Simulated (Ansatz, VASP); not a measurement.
# C (Diamond) in two plane-wave programs

One calculation is typed for both programs; each brings its own data sets and cutoff. How far apart do they land?

Method: plane waves, with VASP 6.6.1 beside it; G0W0 gap at PBE, in Ansatz 0.2.0.

## (1) The starting structure

It takes space group Fd-3m (No. 227, cubic). Conventional cell: a = 3.567 Å, b = 3.567 Å, c = 3.567 Å, α = 90.00°, β = 90.00°, γ = 90.00°. C has 4 C at 1.54 Å nearest.

## (2) VASP: G0W0 gap, PBE

Quasiparticle shifts depend on high empty states and on the cores, so they are the hardest test of two PAW sets.

Lines of VASP's logs that name or quote its potential files are left out, and so is its time.

The run reads the wave functions of an earlier VASP run, which isn't shown here.

Contents of INCAR:

```
SYSTEM = C
PREC = Accurate
ENCUT = 440
ISMEAR = 0
SIGMA = 0.01
LREAL = .FALSE.
GGA = PE
NBANDS = 88
ALGO = EVGW0
NELMGW = 1
ENCUTGW = 220
NOMEGA = 48
PRECFOCK = Fast
NBANDSGW = 16
LWAVE = .FALSE.
LCHARG = .FALSE.
```

Contents of POSCAR:

```
C
1.0
    0.0000000000      1.7833700000      1.7833700000
    1.7833700000      0.0000000000      1.7833700000
    1.7833700000      1.7833700000      0.0000000000
C
2
Direct
    0.0000000000      0.0000000000      0.0000000000
    0.2500000000      0.2500000000      0.2500000000
```

Contents of KPOINTS:

```
Automatic mesh
0
Gamma
8 8 8
0 0 0
```

Potentials, in the order of the species: C_GW (PBE family, release 64).

Run with:

```console
$ mpirun -np 8 vasp_std
```

Numbers of over 12 decimals in the logs are rounded to 6 here.

What it wrote:

```text
[banner, memory and clock lines left out]
running    8 mpi-ranks, on    1 nodes
 distrk:  each k-point on    8 cores,    1 groups
 distr:  one band on    1 cores,    8 groups

 POSCAR found type information on POSCAR C
 POSCAR found :  1 types and       2 ions
|                                                                             |
|           W    W    AA    RRRRR   N    N  II  N    N   GGGG   !!!           |
|           W    W   A  A   R    R  NN   N  II  NN   N  G    G  !!!           |
|           W    W  A    A  R    R  N N  N  II  N N  N  G       !!!           |
|           W WW W  AAAAAA  RRRRR   N  N N  II  N  N N  G  GGG   !            |
|           WW  WW  A    A  R   R   N   NN  II  N   NN  G    G                |
|           W    W  A    A  R    R  N    N  II  N    N   GGGG   !!!           |
|                                                                             |
|     For optimal performance we recommend to set                             |
|       NCORE = 2 up to number-of-cores-per-socket                            |
|     NCORE specifies how many cores store one orbital (NPAR=cpu/NCORE).      |
|     This setting can greatly improve the performance of VASP for DFT.       |
|     The default, NCORE=1 might be grossly inefficient on modern             |
|     multi-core architectures or massively parallel machines. Do your        |
|     Unfortunately you need to use the default for GW and RPA                |
|     calculations (for HF NCORE is supported but not extensively tested      |
|     yet).                                                                   |
|                                                                             |

|                                                                             |
|           W    W    AA    RRRRR   N    N  II  N    N   GGGG   !!!           |
|           W    W   A  A   R    R  NN   N  II  NN   N  G    G  !!!           |
|           W    W  A    A  R    R  N N  N  II  N N  N  G       !!!           |
|           W WW W  AAAAAA  RRRRR   N  N N  II  N  N N  G  GGG   !            |
|           WW  WW  A    A  R   R   N   NN  II  N   NN  G    G                |
|           W    W  A    A  R    R  N    N  II  N    N   GGGG   !!!           |
|                                                                             |
|     The default for ENCUTGWSOFT is different in this version of VASP.       |
|     please manually set ENCUTGWSOFT =220 in the INCAR file.                 |
|                                                                             |

 LDA part: xc-table for (Slater+PW92), standard interpolation
 found WAVECAR, reading the header
 POSCAR, INCAR and KPOINTS ok, starting setup
 FFT: planning ... GRIDC
 FFT: planning ... GRID_SOFT
 FFT: planning ... GRID
 reading WAVECAR
 the WAVECAR file was read successfully
 initial charge from wavefunction
 available memory per node:     32.76 GB, setting MAXMEM to     33547

 The Fermi energy was updated, please check that it is located mid-gap
 values below the HOMO (VB) or above the LUMO (CB) will cause erroneous energies
 E-fermi :  11.8288

 calculate exact exchange contribution
 the WAVEDER file was read successfully
energies w=
    0.000    0.000    1.227    0.000    2.449    0.000    3.661    0.000
    4.860    0.000    6.041    0.000    7.203    0.000    8.344    0.000
    9.464    0.000   10.563    0.000   11.643    0.000   12.705    0.000
   13.752    0.000   14.786    0.000   15.812    0.000   16.831    0.000
   17.849    0.000   18.868    0.000   19.895    0.000   20.932    0.000
   21.987    0.000   23.063    0.000   24.168    0.000   25.310    0.000
   26.494    0.000   27.731    0.000   29.032    0.000   30.408    0.000
   31.873    0.000   33.447    0.000   35.149    0.000   37.005    0.000
   39.047    0.000   41.314    0.000   43.860    0.000   46.750    0.000
   50.070    0.000   53.940    0.000   58.521    0.000   64.044    0.000
   70.844    0.000   79.434    0.000   90.631    0.000  105.828    0.000
  127.608    0.000  161.348    0.000  220.425    0.000  349.874    0.000
 responsefunction array rank=      96
 LDA part: xc-table for (Slater+PW92), standard interpolation

 min. memory requirement per mpi rank    156.0 MB, per node   1247.6 MB

 allocating   6 responsefunctions rank=    96
 shmem allocating  48 responsefunctions rank=    96
 response function shared by NCSHMEM nodes    1
 Doing            6  frequencies on each core in blocks of           48
NQ=   1    0.0000    0.0000    0.0000,
|.........|.........|.........|.........|.........|.........|.........|.........
 performed        425000 updates of chi_q(r,r)
 total number of BLAS operations         14.39 Gflops
NQ=   2    0.1250    0.0000    0.0000,
|.........|.........|.........|.........|.........|.........|.........|.........
 performed       1242000 updates of chi_q(r,r)
 total number of BLAS operations         53.15 Gflops
NQ=   3    0.2500    0.0000    0.0000,
|.........|.........|.........|.........|.........|.........|.........|.........
 performed       2059000 updates of chi_q(r,r)
 total number of BLAS operations         91.91 Gflops
NQ=   4    0.3750    0.0000    0.0000,
|.........|.........|.........|.........|.........|.........|.........|.........
 performed       2876000 updates of chi_q(r,r)
 total number of BLAS operations        130.67 Gflops
NQ=   5    0.5000    0.0000    0.0000,
|.........|.........|.........|.........|.........|.........|.........|.........
 performed       3535000 updates of chi_q(r,r)
 total number of BLAS operations        161.14 Gflops
NQ=   6    0.1250    0.1250    0.0000,
|.........|.........|.........|.........|.........|.........|.........|.........
 performed       4329000 updates of chi_q(r,r)
 total number of BLAS operations        202.85 Gflops
NQ=   7    0.2500    0.1250    0.0000,
|.........|.........|.........|.........|.........|.........|.........|.........
 performed       5720000 updates of chi_q(r,r)
 total number of BLAS operations        277.71 Gflops
NQ=   8    0.3750    0.1250    0.0000,
|.........|.........|.........|.........|.........|.........|.........|.........
 performed       7111000 updates of chi_q(r,r)
 total number of BLAS operations        358.14 Gflops
NQ=   9    0.5000    0.1250    0.0000,
|.........|.........|.........|.........|.........|.........|.........|.........
 performed       8502000 updates of chi_q(r,r)
 total number of BLAS operations        434.84 Gflops
NQ=  10   -0.3750    0.1250    0.0000,
|.........|.........|.........|.........|.........|.........|.........|.........
 performed       9893000 updates of chi_q(r,r)
 total number of BLAS operations        513.39 Gflops
NQ=  11   -0.2500    0.1250    0.0000,
|.........|.........|.........|.........|.........|.........|.........|.........
 performed      11284000 updates of chi_q(r,r)
 total number of BLAS operations        586.43 Gflops
NQ=  12   -0.1250    0.1250    0.0000,
|.........|.........|.........|.........|.........|.........|.........|.........
 performed      12405000 updates of chi_q(r,r)
 total number of BLAS operations        645.29 Gflops
NQ=  13    0.2500    0.2500    0.0000,
|.........|.........|.........|.........|.........|.........|.........|.........
 performed      13199000 updates of chi_q(r,r)
 total number of BLAS operations        690.14 Gflops
NQ=  14    0.3750    0.2500    0.0000,
|.........|.........|.........|.........|.........|.........|.........|.........
 performed      14590000 updates of chi_q(r,r)
 total number of BLAS operations        765.00 Gflops
NQ=  15    0.5000    0.2500    0.0000,
|.........|.........|.........|.........|.........|.........|.........|.........
 performed      15981000 updates of chi_q(r,r)
 total number of BLAS operations        841.69 Gflops
NQ=  16   -0.3750    0.2500    0.0000,
|.........|.........|.........|.........|.........|.........|.........|.........
 performed      17372000 updates of chi_q(r,r)
 total number of BLAS operations        925.96 Gflops
NQ=  17   -0.2500    0.2500    0.0000,
|.........|.........|.........|.........|.........|.........|.........|.........
 performed      18493000 updates of chi_q(r,r)
 total number of BLAS operations        997.01 Gflops
NQ=  18    0.3750    0.3750    0.0000,
|.........|.........|.........|.........|.........|.........|.........|.........
 performed      19287000 updates of chi_q(r,r)
 total number of BLAS operations       1046.24 Gflops
NQ=  19    0.5000    0.3750    0.0000,
|.........|.........|.........|.........|.........|.........|.........|.........
 performed      20678000 updates of chi_q(r,r)
 total number of BLAS operations       1130.51 Gflops
NQ=  20   -0.3750    0.3750    0.0000,
|.........|.........|.........|.........|.........|.........|.........|.........
 performed      21799000 updates of chi_q(r,r)
 total number of BLAS operations       1198.40 Gflops
NQ=  21    0.5000    0.5000    0.0000,
|.........|.........|.........|.........|.........|.........|.........|.........
 performed      22382000 updates of chi_q(r,r)
 total number of BLAS operations       1237.91 Gflops
NQ=  22    0.3750    0.2500    0.1250,
|.........|.........|.........|.........|.........|.........|.........|.........
 performed      23931000 updates of chi_q(r,r)
 total number of BLAS operations       1323.29 Gflops
NQ=  23    0.5000    0.2500    0.1250,
|.........|.........|.........|.........|.........|.........|.........|.........
 performed      25716000 updates of chi_q(r,r)
 total number of BLAS operations       1428.96 Gflops
NQ=  24   -0.3750    0.2500    0.1250,
|.........|.........|.........|.........|.........|.........|.........|.........
 performed      27163000 updates of chi_q(r,r)
 total number of BLAS operations       1510.69 Gflops
NQ=  25    0.5000    0.3750    0.1250,
|.........|.........|.........|.........|.........|.........|.........|.........
 performed      28712000 updates of chi_q(r,r)
 total number of BLAS operations       1594.03 Gflops
NQ=  26   -0.3750    0.3750    0.1250,
|.........|.........|.........|.........|.........|.........|.........|.........
 performed      30497000 updates of chi_q(r,r)
 total number of BLAS operations       1702.17 Gflops
NQ=  27   -0.2500    0.3750    0.1250,
|.........|.........|.........|.........|.........|.........|.........|.........
 performed      31944000 updates of chi_q(r,r)
 total number of BLAS operations       1791.87 Gflops
NQ=  28   -0.3750    0.5000    0.1250,
|.........|.........|.........|.........|.........|.........|.........|.........
 performed      33068000 updates of chi_q(r,r)
 total number of BLAS operations       1861.51 Gflops
NQ=  29   -0.2500    0.5000    0.2500,
|.........|.........|.........|.........|.........|.........|.........|.........
 performed      33851000 updates of chi_q(r,r)
 total number of BLAS operations       1905.73 Gflops
 resolving degeneracies of screened two electron integrals

 calculate QP shifts <psi_nk| G(iteration)W_0 |psi_nk>: iteration 1
 entering main loop
```

OUTCAR, selected parts (step 2):

```text
ion  position               nearest neighbor table
   1  0.000  0.000  0.000-   2 1.54   2 1.54   2 1.54   2 1.54
   2  0.250  0.250  0.250-   1 1.54   1 1.54   1 1.54   1 1.54

  LATTYP: Found a face centered cubic cell.
 ALAT       =     3.5667400000

 Subroutine GETGRP returns: Found 48 space group operations
 (whereof 24 operations were pure point group operations)

The static configuration has the point symmetry T_d .
 The point group associated with its full space group is O_h .

 Found     29 irreducible k-points:

   k-points           NKPTS =     29   k-points in BZ     NKDIM =    512   number of bands    NBANDS=     88

   dimension x,y,z NGX =    18 NGY =   18 NGZ =   18
   dimension x,y,z NGXF=    36 NGYF=   36 NGZF=   36

   ENCUT  =  440.0 eV  32.34 Ry    5.69 a.u.   4.31  4.31  4.31*2*pi/ulx,y,z

   NELECT =       8.0000    total number of electrons

  energy-cutoff  :      440.00
  volume of cell :       11.34
      direct lattice vectors                 reciprocal lattice vectors
     0.000000000  1.783370000  1.783370000    -0.280368067  0.280368067  0.280368067
     1.783370000  0.000000000  1.783370000     0.280368067 -0.280368067  0.280368067
     1.783370000  1.783370000  0.000000000     0.280368067  0.280368067 -0.280368067

 k-points in reciprocal lattice and weights: Automatic mesh
   0.00000000  0.00000000  0.00000000       0.002
   0.12500000  0.00000000  0.00000000       0.016
   0.25000000  0.00000000  0.00000000       0.016
   0.37500000  0.00000000  0.00000000       0.016
   0.50000000  0.00000000  0.00000000       0.008
   0.12500000  0.12500000  0.00000000       0.012
   0.25000000  0.12500000  0.00000000       0.047
   0.37500000  0.12500000  0.00000000       0.047
   0.50000000  0.12500000  0.00000000       0.047
[...]
-0.37500000  0.50000000  0.12500000       0.023
  -0.25000000  0.50000000  0.25000000       0.012

 E-fermi :  11.8288

 QP shifts <psi_nk| G(iteration)W_0 |psi_nk>: iteration 1
 for sc-GW calculations column KS-energies equals QP-energies in previous step
 and V_xc(KS)=  KS-energies - (<T + V_ion + V_H > + <T+V_H+V_ion>^1  + <V_x>^1)
 k-point   1 :       0.0000    0.0000    0.0000
  band No.  KS-energies  QP-energies   sigma(KS)   V_xc(KS)     V^pw_x(r,r')   Z            occupation Imag(sigma)
      1     -11.7117     -13.4741     -17.1118     -14.7761     -25.4254       0.7545       2.0000       1.4568
      2       9.7616       8.9935     -17.7256     -16.7959     -19.1036       0.8261       2.0000       0.0760
      3       9.7616       8.9935     -17.7256     -16.7959     -19.1036       0.8261       2.0000       0.0760
      4       9.7616       8.9935     -17.7256     -16.7959     -19.1036       0.8261       2.0000       0.0760
      5      15.3547      16.3548     -14.3048     -15.5208      -9.3836       0.8224       0.0000      -0.0955
      6      15.3547      16.3548     -14.3048     -15.5208      -9.3836       0.8224       0.0000      -0.0955
      7      15.3547      16.3548     -14.3048     -15.5208      -9.3836       0.8224       0.0000      -0.0955
      8      23.0803      23.9268     -15.2858     -16.3860      -7.8137       0.7694       0.0000      -0.2434
    ...

 k-point   2 :       0.1250    0.0000    0.0000
  band No.  KS-energies  QP-energies   sigma(KS)   V_xc(KS)     V^pw_x(r,r')   Z            occupation Imag(sigma)
      1     -11.2797     -13.0235     -17.1123     -14.8062     -25.3167       0.7562       2.0000       1.4005
      2       7.3575       6.4211     -17.3954     -16.2502     -19.4024       0.8177       2.0000       0.0936
      3       9.1125       8.3159     -17.5996     -16.6329     -19.1340       0.8240       2.0000       0.0794
      4       9.1125       8.3159     -17.5996     -16.6329     -19.1340       0.8240       2.0000       0.0794
      5      16.2139      17.2528     -14.4187     -15.6866      -9.2618       0.8193       0.0000      -0.1034
      6      16.2139      17.2528     -14.4187     -15.6866      -9.2618       0.8193       0.0000      -0.1034
      7      16.6402      17.5992     -14.5652     -15.7367      -9.3682       0.8186       0.0000      -0.1060
      8      23.4503      24.3535     -15.1051     -16.2794      -7.5610       0.7691       0.0000      -0.2551
    ...

 k-point   3 :       0.2500    0.0000    0.0000
  band No.  KS-energies  QP-energies   sigma(KS)   V_xc(KS)     V^pw_x(r,r')   Z            occupation Imag(sigma)
      1      -9.9971     -11.6823     -17.1304     -14.9045     -25.0002       0.7571       2.0000       1.2312
      2       3.1782       1.9421     -17.2370     -15.6802     -20.6326       0.7940       2.0000       0.1588
      3       8.0195       7.1411     -17.5532     -16.4813     -19.4555       0.8195       2.0000       0.0892
      4       8.0195       7.1411     -17.5532     -16.4813     -19.4555       0.8195       2.0000       0.0892
      5      17.5539      18.6605     -14.3267     -15.6847      -8.7369       0.8149       0.0000      -0.1200
      6      17.5539      18.6605     -14.3267     -15.6847      -8.7369       0.8149       0.0000      -0.1200
      7      17.9062      18.7678     -14.6291     -15.6890      -8.9875       0.8129       0.0000      -0.1243
      8      24.3944      25.4062     -14.4316     -15.7457      -6.7307       0.7699       0.0000      -0.2870
    ...

 k-point   4 :       0.3750    0.0000    0.0000
  band No.  KS-energies  QP-energies   sigma(KS)   V_xc(KS)     V^pw_x(r,r')   Z            occupation Imag(sigma)
      1      -7.9315      -9.5380     -17.2476     -15.1168     -24.5511       0.7540       2.0000       0.9648
      2      -0.9090      -2.2991     -17.0157     -15.2061     -21.7899       0.7682       2.0000       0.2916
      3       7.2434       6.2948     -17.5896     -16.4280     -19.7785       0.8167       2.0000       0.0975
      4       7.2434       6.2948     -17.5896     -16.4280     -19.7785       0.8167       2.0000       0.0975
      5      18.1512      19.2463     -13.9978     -15.3418      -8.2540       0.8148       0.0000      -0.1270
      6      18.1512      19.2463     -13.9978     -15.3418      -8.2540       0.8148       0.0000      -0.1270
      7      18.4542      19.2203     -14.7057     -15.6506      -8.8460       0.8107       0.0000      -0.1346
      8      25.2286      26.2287     -13.3378     -14.6259      -5.6276       0.7764       0.0000      -0.3113
    ...

[... 4 further parts left out ...]
```

(Part 1 of 2 ends here.)

[Lines on the potential files, build, host, timing and source positions are cut from VASP's logs without a mark.]

[Logs are printed without paths, hosts, clocks, repeated set-up lines and the standing remarks that a program may print on its own settings, such as how far it seeks lower states.]

[Hosts, paths, dates, database ids (printed as entryN), source tags and the programs' standing remarks are cut or masked in the printed files.]
